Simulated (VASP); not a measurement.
OSZICAR of a VASP run on InAs (zinc blende):

**OSZICAR**
```
       N       E                     dE             d eps       ncg     rms          rms(c)
DAV:   1     0.101003400617E+03    0.10100E+03   -0.69295E+03   910   0.110E+03
DAV:   2    -0.846918854256E+00   -0.10185E+03   -0.99179E+02   955   0.281E+02
DAV:   3    -0.779471301626E+01   -0.69478E+01   -0.68242E+01  1180   0.814E+01
DAV:   4    -0.796534006977E+01   -0.17063E+00   -0.17056E+00  1034   0.150E+01
DAV:   5    -0.797200358877E+01   -0.66635E-02   -0.66633E-02  1254   0.242E+00    0.408E+00
DAV:   6    -0.773345161176E+01    0.23855E+00   -0.43863E-01  1376   0.116E+01    0.230E+00
DAV:   7    -0.771405934147E+01    0.19392E-01   -0.12863E-01  1265   0.325E+00    0.700E-01
DAV:   8    -0.771517867934E+01   -0.11193E-02   -0.12151E-02  1070   0.157E+00    0.169E-01
DAV:   9    -0.771582424970E+01   -0.64557E-03   -0.12019E-03  1133   0.441E-01    0.105E-01
DAV:  10    -0.771594898141E+01   -0.12473E-03   -0.17375E-04  1111   0.167E-01    0.678E-02
DAV:  11    -0.771599548985E+01   -0.46508E-04   -0.16210E-04   980   0.137E-01    0.545E-02
DAV:  12    -0.771599723109E+01   -0.17412E-05   -0.12095E-05   975   0.290E-02    0.141E-02
DAV:  13    -0.771599748375E+01   -0.25266E-06   -0.23520E-06  1100   0.101E-02
   1 F= -.77159975E+01 E0= -.77161046E+01  d E =-.771600E+01
```

Which electronic solver shows in the log?

It is blocked Davidson (ALGO = Normal, or the opening steps of other solvers). The INCAR had ALGO = Normal.

Can the final energy be trusted as converged?

The calculation finished and met its thresholds. It stopped with EDIFF = 1E-6, NELM = 100, NSW = 60 and EDIFFG = -0.01 after 1 ionic step (PBE GGA, plane waves, VASP's PBE PAW potentials (set 64)).

The compound is InAs in the zinc blende structure. It was relaxed first, which changed the volume by +6 %. The start is the result of an earlier pass.
